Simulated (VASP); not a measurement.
The system is Mg2CdS3.

```
Mg Cd S
1.0
     6.14040   -3.54478    0.00000
     6.14040    3.54478    0.00000
     0.00000    0.00000    6.62198
Mg Cd S
4 2 6
Direct
  0.49743 0.16634 0.99857
  0.50257 0.83366 0.49856
  0.16634 0.49743 0.49856
  0.83366 0.50257 0.99857
  0.17023 0.82977 0.99796
  0.82977 0.17023 0.49796
  0.17700 0.82300 0.38709
  0.48876 0.16682 0.37145
  0.51124 0.83318 0.87145
  0.82300 0.17700 0.88709
  0.16682 0.48876 0.87145
  0.83318 0.51124 0.37145
```

The cell was built by a generator and needn't be a form met in nature.

Base run:

| Item | Value |
| --- | --- |
| Program | VASP 6.6.1 |
| Functional | PBEsol |
| Potentials or basis | VASP PAW PBE potentials, release 64 (Mg, Cd, S) |
| Cutoff | 520 eV |
| k mesh | 4 × 4 × 4 |
| Occupations | gaussian, width 0.03 eV |
| Spin | no spin polarisation |

Its results: band gap on the k mesh 2.42 eV, direct.

Problem. The run is repeated on the same cell with these changes: functional from PBEsol to PBE. What comes out?

Solution. Band gap on the k mesh 2.56 eV, direct.

Not every run made on this cell is shown here.
